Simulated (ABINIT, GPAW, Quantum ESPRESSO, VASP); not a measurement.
Code comparison for GaSb (F-43m, 2 atoms in the cell)

Self-consistent single point, at a second geometry (lattice scaled by 0.98). First geometry:

```
GaSb
1.0
    0.00000     3.05000     3.05000
    3.05000     0.00000     3.05000
    3.05000     3.05000     0.00000
Ga Sb
1 1
Direct
  0.00000   0.00000   0.00000
  0.25000   0.25000   0.25000
```

Shared settings, as Quantum ESPRESSO writes them: occupations = smearing; smearing = fd; degauss = 0.000734986 Ry; K_POINTS = automatic 8 8 8 0 0 0. Potentials and cutoffs stand in the table.

```tsv
code	model	ΔF from the first geometry (meV/atom)	pressure (GPa)	gap on the mesh (eV)	cutoff
Quantum ESPRESSO	PBE, PSlibrary PAW (PBE) pseudopotentials	49.0	6.76	0.558	70 Ry
ABINIT	PBE, norm-conserving pseudopotentials (PseudoDojo nc-sr-05 PBE standard)	49.3	6.79	0.536	80 Ry
VASP	PBE, VASP's PBE PAW potentials (set 64)	–	–	0.544	300 eV
GPAW	PBE, GPAW PAW datasets PBE (gpaw-data 1.0.1)	49.9	6.95	0.601	600 eV
```

A dash marks a value that a program does not give, or that is left out as unsure.

Gaps are read on the mesh.

On Quantum ESPRESSO's run: spin-orbit coupling is off.

The spread over the programs that give each value: ΔF from the first geometry within 0.9 meV/atom; pressure within 0.19 GPa; gap on the mesh within 0.065 eV.

VASP's run is marked for a possible Pulay error in its stress at this cutoff; no cutoff test was made.

The starting cell has typed, rounded lattice constants, without a prior relaxation at this level. For this run, on top of that: lattice scaled by 0.98.

Left out of this page: Ansatz, CP2K, Elk, FLEUR and SIESTA (not drawn, or without a comparable value).
